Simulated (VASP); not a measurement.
Here is the system:

```xyz
2
Lattice="0.0000 3.2689 3.2689 3.2689 0.0000 3.2689 3.2689 3.2689 0.0000" Properties=species:S:1:pos:R:3 pbc="T T T"
Ba     0.0000     0.0000     0.0000
S      3.2689     3.2689     3.2689
```

These are RPBE GGA, VASP's PBE PAW potentials (set 64) (plane waves; VASP) values and carry that method's errors. Numerical set-up: 520 eV cut-off, 8×8×8 Γ-centred mesh, tetrahedra with Blöchl corrections, potentials Ba_sv S.

Unless said otherwise, spin-orbit coupling is left out, though it shifts the bands of the heavy elements here.

Q: Estimate the energy per atom (σ→0), band gap (on the k-mesh) with the smallest direct gap where there is one.

A: 
```
Item                                         Result
-----------------------------------  --------------
band gap (on the k-mesh)                    2.36 eV
smallest direct gap (on the k-mesh)         2.52 eV
energy per atom (σ→0)                -4.827 eV/atom
```

Total energies compare only between runs with the same potentials, cut-off and functional.

The compound is BaS in the rock salt structure. It was relaxed first, which changed the volume by +7 %.
